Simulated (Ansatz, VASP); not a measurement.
## Two plane-wave programs on CsTlH4

```
Cs Tl H
1.0
     4.43729    0.00000    0.00000
     0.00000    4.43729    0.00000
     0.00000    0.00000    5.39853
Cs Tl H
1 1 4
Direct
  0.50000 0.50000 0.50000
  0.00000 0.00000 0.00000
  0.00000 0.00000 0.58094
  0.50000 0.00000 0.00000
  0.00000 0.50000 0.00000
  0.00000 0.00000 0.41906
```

Alike in both runs: functional PBE; k mesh 10 × 10 × 8; occupations gaussian, width 0.1 eV; no spin polarisation.

Ansatz relaxed the structure, and its values are those at the end. VASP's run is a single point on that final structure, the one shown.

```csv
,VASP,Ansatz
version,VASP 6.6.1,Ansatz 0.2.0
potentials or method,"VASP PAW PBE potentials, release 64 (Cs_sv, Tl_d, H)","scalar-relativistic, plane waves, PAW"
plane-wave cutoff (eV),520,420
valence electrons in the cell,26,26
```

```csv
,VASP,Ansatz,Ansatz less VASP
gap on the k mesh at the Fermi level (eV),none,none,-
pressure (GPa),0.0,0.0,+0.03
```

A gap of «none» marks a metal or a gap that the smearing closes.

Spin-orbit coupling is left out, which matters for the levels of Cs, Tl.
